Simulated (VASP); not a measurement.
Runs of VASP 6.6.1 on Si3C. It takes space group R3m (No. 160, trigonal). The conventional cell has a = 3.517 Å, b = 3.517 Å, c = 17.232 Å, α = 90.00°, β = 90.00°, γ = 120.00°. C (site symmetry 3m) is surrounded by 4 Si at 2.15 Å. Si (site symmetry 3m) is surrounded by 4 Si at 2.15 Å. Si (site symmetry 3m) has 1 C at 2.15 Å and 3 Si at 2.15 Å as nearest neighbours. Si (site symmetry 3m) has 3 C at 2.15 Å and 1 Si at 2.15 Å as nearest neighbours. The cell comes from a database or a generator and needn't be the stable form of this composition.

```csv
task,level,cell,k mesh,cutoff (eV),mesh quality,gap on the mesh (eV),pressure (GPa),relaxed volume (Å³/atom)
relaxation of cell and atoms,PBEsol,relaxed,3 × 3 × 3,600,coarse,none,0.0,14.36
relaxation of cell and atoms,PBE,relaxed,8 × 8 × 8,600,not flagged,none,0.0,(a)
relaxation of cell and atoms,r2SCAN,relaxed,8 × 8 × 8,600,not flagged,none,0.0,14.65
band structure,PBEsol,as given,8 × 8 × 8,520,not flagged,0.08,-,-
```

Alike in all rows: potentials or basis VASP PAW PBE potentials, release 64 (C, Si); no spin polarisation; smearing gaussian 0.02 eV.

Question: Fill in the values left out.

Answer: (a) 14.61.

Caveats: some runs use coarse meshes; the PAW data sets were made with another functional, which shifts forces and pressure a little (some runs).

A k mesh can miss the band edges.

A gap of «none» marks a metal or a gap under the smearing width.

Not every run made on this cell is shown here.
